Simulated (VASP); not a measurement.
All values below come from MS2 meta-GGA, VASP's PBE PAW potentials (set 64) (plane waves; VASP).

VASP input:

### KPOINTS
```
Automatic mesh
0
Gamma
9 9 6
0 0 0
```

### POSCAR
```
NiSb
1
    1.9305022498    -3.3437281387     0.0000000000
    1.9305022498     3.3437281387     0.0000000000
    0.0000000000     0.0000000000     5.0061567479
Ni Sb
2 2
Direct
  0.0000000000   0.0000000000   0.5000000000
  0.0000000000   0.0000000000   0.0000000000
  0.3333330000   0.6666670000   0.2500000000
  0.6666670000   0.3333330000   0.7500000000
```

INCAR:
```
! general
SYSTEM =NiSb
PREC   =Accurate
ENCUT  =520
LREAL  =F
LASPH  =T

! electronic loop
EDIFF  =1E-7
NELM   =100
ALGO   =Normal
LMAXMIX=4
LMIXTAU=T

! smearing
ISMEAR =1
SIGMA  =0.1

! functional
METAGGA=MS2

! ions
IBRION =2
NSW    =30
ISIF   =4
EDIFFG =-0.01

! output
LWAVE  =F
LCHARG =F
```

POTCAR, in this order: Ni Sb (PBE.64 set). Program: vasp_std.

Output of the run:

**OSZICAR**
```
       N       E                     dE             d eps       ncg     rms          rms(c)
DAV:   1     0.167539724771E+03    0.16754E+03   -0.12437E+04  1824   0.163E+03
DAV:   2    -0.186897350623E+02   -0.18623E+03   -0.18074E+03  1836   0.324E+02
DAV:   3    -0.277462923604E+02   -0.90566E+01   -0.87583E+01  2093   0.903E+01
DAV:   4    -0.279996849705E+02   -0.25339E+00   -0.25126E+00  2125   0.143E+01
DAV:   5    -0.280072024290E+02   -0.75175E-02   -0.75154E-02  2159   0.253E+00    0.207E+01
DAV:   6    -0.284970445860E+02   -0.48984E+00   -0.10813E+02  1961   0.195E+02    0.306E+01
DAV:   7    -0.176961408690E+02    0.10801E+02   -0.30886E+01  1965   0.118E+02    0.768E+00
DAV:   8    -0.174523878541E+02    0.24375E+00   -0.53005E+00  2603   0.336E+01    0.362E+00
DAV:   9    -0.175330404310E+02   -0.80653E-01   -0.26972E-01  1946   0.506E+00    0.190E+00
DAV:  10    -0.174836597510E+02    0.49381E-01   -0.13778E-01  2057   0.717E+00    0.895E-01
DAV:  11    -0.175115075863E+02   -0.27848E-01   -0.72911E-02  1959   0.538E+00    0.119E+00
DAV:  12    -0.174900737864E+02    0.21434E-01   -0.71277E-02  1980   0.523E+00    0.387E-01
DAV:  13    -0.174905240717E+02   -0.45029E-03   -0.30899E-03  2292   0.545E-01    0.264E-01
DAV:  14    -0.174905601136E+02   -0.36042E-04   -0.63058E-05  2219   0.732E-02    0.304E-01
DAV:  15    -0.174901753991E+02    0.38471E-03   -0.34141E-04  2044   0.357E-01    0.127E-01
DAV:  16    -0.174900599473E+02    0.11545E-03   -0.20171E-04  2465   0.238E-01    0.402E-02
DAV:  17    -0.174900501172E+02    0.98300E-05   -0.73015E-05  2010   0.159E-01    0.308E-02
DAV:  18    -0.174900312156E+02    0.18902E-04   -0.55863E-06  1911   0.308E-02    0.140E-02
DAV:  19    -0.174900233364E+02    0.78792E-05   -0.15762E-06  1997   0.225E-02    0.887E-03
DAV:  20    -0.174900224069E+02    0.92951E-06   -0.49747E-07  1731   0.133E-02    0.326E-03
DAV:  21    -0.174900210281E+02    0.13788E-05   -0.81555E-08   939   0.390E-03    0.257E-03
DAV:  22    -0.174900198150E+02    0.12131E-05   -0.27692E-08   936   0.243E-03    0.205E-03
DAV:  23    -0.174900198634E+02   -0.48447E-07   -0.28482E-09   939   0.822E-04
   1 F= -.17490020E+02 E0= -.17490486E+02  d E =-.174900E+02
       N       E                     dE             d eps       ncg     rms          rms(c)
DAV:   1    -0.174904119960E+02   -0.39218E-03   -0.87170E-03  1914   0.755E-01    0.114E-01
DAV:   2    -0.174902444277E+02    0.16757E-03   -0.43507E-04  2425   0.371E-01    0.775E-02
DAV:   3    -0.174901385918E+02    0.10584E-03   -0.43352E-04  1974   0.415E-01    0.616E-02
DAV:   4    -0.174900803756E+02    0.58216E-04   -0.13352E-04  2368   0.235E-01    0.705E-03
DAV:   5    -0.174900805885E+02   -0.21288E-06   -0.27163E-05  1887   0.725E-02    0.476E-03
DAV:   6    -0.174900794330E+02    0.11554E-05   -0.21480E-06  1947   0.188E-02    0.385E-03
DAV:   7    -0.174900786570E+02    0.77605E-06   -0.10739E-07  1081   0.438E-03    0.297E-03
DAV:   8    -0.174900779935E+02    0.66350E-06   -0.53325E-07  1759   0.905E-03    0.751E-04
DAV:   9    -0.174900767840E+02    0.12095E-05   -0.51396E-08   936   0.368E-03    0.364E-04
DAV:  10    -0.174900767802E+02    0.38194E-08   -0.18558E-08   939   0.242E-03
   2 F= -.17490077E+02 E0= -.17490522E+02  d E =-.569167E-04
```

**OUTCAR**
```
------------------------ aborting loop because EDIFF is reached ----------------------------------------
  FORCE on cell =-STRESS in cart. coord.  units (eV):
  Direction    XX          YY          ZZ          XY          YZ          ZX
  --------------------------------------------------------------------------------------
  Total        1.7580030      1.7580032      1.7938241      0.0000000      0.0000000      0.0000000
  in kB       43.5807277     43.5807320     44.4687311      0.0000000      0.0000000      0.0000000
  external PRESSURE =      43.8767303 kB  Pullay stress =       0.0000000 kB
  volume of cell :       64.63
      direct lattice vectors                 reciprocal lattice vectors
     1.929388010 -3.341798225  0.000000000     0.259149532 -0.149620045  0.000000000
     1.929388010  3.341798225 -0.000000000     0.259149532  0.149620045 -0.000000000
     0.000000000  0.000000000  5.011940613     0.000000000  0.000000000  0.199523513
 POSITION                                       TOTAL-FORCE (eV/Angst)
 -----------------------------------------------------------------------------------
      1.92939      3.34180      2.50597        -0.000000      0.000000      0.000000
      1.92939      3.34180     -0.00000        -0.000000      0.000000      0.000000
      1.92939      1.11393      1.25299        -0.000000     -0.000000      0.000000
      1.92939     -1.11393      3.75896         0.000000      0.000000     -0.000000
 -----------------------------------------------------------------------------------
    total drift:                                0.000000      0.000000      0.000000
  FREE ENERGIE OF THE ION-ELECTRON SYSTEM (eV)
  ---------------------------------------------------
  free  energy   TOTEN  =       -17.4900767802 eV

  energy  without entropy=      -17.4914137087  energy(sigma->0) =      -17.49052242

 reached required accuracy - stopping structural energy minimisation
```
(Selected blocks of OUTCAR.)

**CONTCAR**
```
NiSb
   1.00000000000000
     1.9293880101259291   -3.3417982254364045    0.0000000000000000
     1.9293880101259291    3.3417982254364045   -0.0000000000000000
     0.0000000000000000    0.0000000000000000    5.0119406126702559
  Ni              Sb
     2     2
Direct
     0.0000000000000000    1.0000000000000000    0.5000000000000000
     0.0000000000000000    1.0000000000000000    0.0000000000000000
     0.3333330000000032    0.6666669999999968    0.2500000000000000
     0.6666669999999968    0.3333330000000032    0.7500000000000000
```

The compound is NiSb in the NiAs type structure. This cell is one point of a volume scan, at 0.97 of the reference volume. Symmetry was kept, so distortions that lower it aren't found. The run is not spin-polarised, so no magnetic state was tried.
